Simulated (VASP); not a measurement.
Write the native input for VASP 6.6.1 that does the following.

```yaml
Task: band structure
Functional: LDA
Potentials_or_basis: VASP PAW LDA potentials, release 64 (Zn, Re)
Cutoff: 520 eV
k_mesh: 8 × 8 × 8
Occupations: fermi-dirac, width 0.05 eV
Spin: no spin polarisation
Further_INCAR_settings: ALGO = Fast; EDIFF = 1e-06; NBANDS = 20
```

The structure of ZnRe2 lies in POSCAR:

```
ZnRe2
1.0
    0.0000000000      2.8955600000      2.8955600000
    2.8955600000      0.0000000000      2.8955600000
    2.8955600000      2.8955600000      0.0000000000
Zn Re
1 2
Direct
    0.0000000000      0.0000000000      0.0000000000
    0.7500000000      0.7500000000      0.7500000000
    0.2500000000      0.2500000000      0.2500000000
```

The cell was built by a generator and needn't be a form met in nature.

The input as run:

INCAR

```
PREC     = Accurate       # precision mode
ENCUT    = 520            # plane-wave cutoff, eV
EDIFF    = 1E-6           # SCF threshold, eV
ISMEAR   = -1             # smearing method
SIGMA    = 0.05           # smearing width, eV
LREAL    = F              # projectors in reciprocal space
LASPH    = T              # aspherical terms in the spheres
NELM     = 100            # most SCF steps
ALGO     = Fast           # electronic algorithm
ISIF     = 2              # what is computed and relaxed
LWAVE    = F              # write WAVECAR
LCHARG   = F              # write CHGCAR
LMAXMIX  = 4              # l up to which the mixer works
GGA      = CA             # functional
NBANDS   = 20             # bands
```

KPOINTS

```
Automatic mesh
0
Gamma
  8 8 8
```

KPOINTS_OPT

```
path GXWKGLUWLK,UX
20
line-mode
reciprocal
 0.0000000000  0.0000000000  0.0000000000  G
 0.5000000000  0.0000000000  0.5000000000  X

 0.5000000000  0.0000000000  0.5000000000  X
 0.5000000000  0.2500000000  0.7500000000  W

 0.5000000000  0.2500000000  0.7500000000  W
 0.3750000000  0.3750000000  0.7500000000  K

 0.3750000000  0.3750000000  0.7500000000  K
 0.0000000000  0.0000000000  0.0000000000  G

 0.0000000000  0.0000000000  0.0000000000  G
 0.5000000000  0.5000000000  0.5000000000  L

 0.5000000000  0.5000000000  0.5000000000  L
 0.6250000000  0.2500000000  0.6250000000  U

 0.6250000000  0.2500000000  0.6250000000  U
 0.5000000000  0.2500000000  0.7500000000  W

 0.5000000000  0.2500000000  0.7500000000  W
 0.5000000000  0.5000000000  0.5000000000  L

 0.5000000000  0.5000000000  0.5000000000  L
 0.3750000000  0.3750000000  0.7500000000  K

 0.6250000000  0.2500000000  0.6250000000  U
 0.5000000000  0.0000000000  0.5000000000  X
```

Potentials or basis: VASP PAW LDA potentials, release 64 (Zn, Re).

Command:

```console
$ cat potpaw_LDA.64/Zn/POTCAR potpaw_LDA.64/Re/POTCAR > POTCAR
$ mpirun -np 1 vasp_std > vasp.out
```

Results of the run:

The pressure is -11.2 GPa and the band gap along the path is none (metal or under the smearing width).

Caveat: spin-orbit coupling is left out, which moves the levels of the heavy elements.

Run time: 64 s on 1 thread of Intel(R) Xeon(R) 6975P-C (Granite Rapids) (shared host), peak memory 0.18 GiB.
